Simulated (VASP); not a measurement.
VASP input:

File POSCAR:
```
Mg3Sb2
1
    4.5599484047     0.0000000000    -0.0000000000
   -2.2799742023     3.9490309884    -0.0000000000
   -0.0000000000    -0.0000000000     7.1712949707
Mg Sb
3 2
Direct
  0.0000000000   0.0000000000   0.0000000000
  0.3333330000   0.6666670000   0.6328428568
  0.6666670000   0.3333330000   0.3671571432
  0.3333330000   0.6666670000   0.2241067330
  0.6666670000   0.3333330000   0.7758932670
```

**KPOINTS**
```
kpoints
0
Gamma
  6 6 4
0 0 0
```

**INCAR**
```
# general
SYSTEM =Mg3Sb2
PREC   =Accurate
ENCUT  =400
LREAL  =F
LASPH  =T

# electronic loop
EDIFF  =1E-7
NELM   =100   # most electronic steps
ALGO   =Normal   # blocked Davidson
LMAXMIX=4   # l cut-off of mixed one-centre charges

# smearing
ISMEAR =-5

# functional
GGA    =PS   # PBEsol

# ions
ISIF   =2

# output
LWAVE  =F
LCHARG =T
LORBIT =11   # lm-projected
NEDOS  =601   # DOS grid
```

POTCAR, in this order: Mg Sb (PBE.64 set). Program: vasp_std.

Question: Translate this PBEsol calculation to Quantum ESPRESSO's pw.x.

Answer: One equivalent input (not run):
```
&CONTROL
  calculation = 'scf'
  pseudo_dir = './pseudo'
  outdir = './out'
  tprnfor = .true.
  tstress = .true.
/
&SYSTEM
  ibrav = 0
  nat = 5
  ntyp = 2
  ecutwfc = 84
  occupations = 'tetrahedra'
  input_dft = 'pbesol'
/
&ELECTRONS
  conv_thr = 7.3e-09
  electron_maxstep = 100
/
ATOMIC_SPECIES
  Mg 24.305 Mg.upf
  Sb 121.760 Sb.upf
CELL_PARAMETERS angstrom
     4.5599484    0.0000000   -0.0000000
    -2.2799742    3.9490310   -0.0000000
    -0.0000000   -0.0000000    7.1712950
ATOMIC_POSITIONS crystal
  Mg   0.0000000  0.0000000  0.0000000
  Mg   0.3333330  0.6666670  0.6328429
  Mg   0.6666670  0.3333330  0.3671571
  Sb   0.3333330  0.6666670  0.2241067
  Sb   0.6666670  0.3333330  0.7758933
K_POINTS automatic
  6 6 4 0 0 0
```
What does not carry over: the potentials are each code's own (VASP's PAW set, PseudoDojo norm-conserving files in pw.x), so ENCUT and ecutwfc are chosen apart and not converted; conv_thr bounds pw.x's estimated SCF error, while EDIFF bounds the energy change between steps.

The structure comes from a measured Mg3Sb2 entry (P-3m1) of the Crystallography Open Database, whose conditions weren't checked. It was relaxed first.
